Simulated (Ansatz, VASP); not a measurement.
SbOs in VASP and in Ansatz

```xyz
2
Lattice="0.0000 2.6954 2.6954 2.6954 0.0000 2.6954 2.6954 2.6954 0.0000" Properties=species:S:1:pos:R:3 pbc="T T T"
Os    2.6954    2.6954    2.6954
Sb    0.0000    0.0000    0.0000
```

Alike in both runs: task single point; functional PBE; k mesh 12 × 12 × 12; occupations gaussian, width 0.05 eV; no spin polarisation.

|  | VASP | Ansatz |
| --- | --- | --- |
| version | VASP 6.6.1 | Ansatz 0.2.0 |
| potentials or method | VASP PAW PBE potentials, release 64 (Os, Sb) | scalar-relativistic, plane waves, PAW |
| plane-wave cutoff (eV) | 520 | 420 |
| valence electrons in the cell | 13 | 31 |

```csv
,VASP,Ansatz,Ansatz less VASP
gap on the k mesh at the Fermi level (eV),none,none,-
pressure (GPa),2.9,3.1,+0.13
```

A gap of «none» marks a metal or a gap that the smearing closes. The two sets of potentials don't hold the same shells in valence.

Spin-orbit coupling is left out, which matters for the levels of Os, Sb.
